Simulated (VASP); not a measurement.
Energy against volume of TiCo (CsCl type). Level of theory: rev-vdW-DF2, VASP's PBE PAW potentials (set 64) (plane waves; VASP 6.6.1).

```csv
V (Å³/atom),E (eV/atom)
12.050,-5.47596
12.434,-5.49784
12.819,-5.50426
13.204,-5.49744
13.588,-5.47925
```

Problem. Fit a third-order Birch-Murnaghan equation of state.

Solution. 
```json
{
  "volume_per_atom": "12.80 Å³/atom",
  "bulk_modulus": "185 GPa",
  "pressure_derivative_of_the_bulk_modulus": "4.13",
  "lattice_constant_a": "2.947 Å"
}
```

Measured: bulk modulus 154 GPa (computed value off by +19.8 %), a 2.995 Å (computed value off by -1.6 %), as given by Yamada et al., (2019), arXiv:1910.09660. The calculation is for a static lattice, while the measured bulk modulus, a hold thermal and zero-point effects, which are part of the difference.

The compound is TiCo in the CsCl type structure. It was relaxed first. The run is not spin-polarised, so no magnetic state was tried.
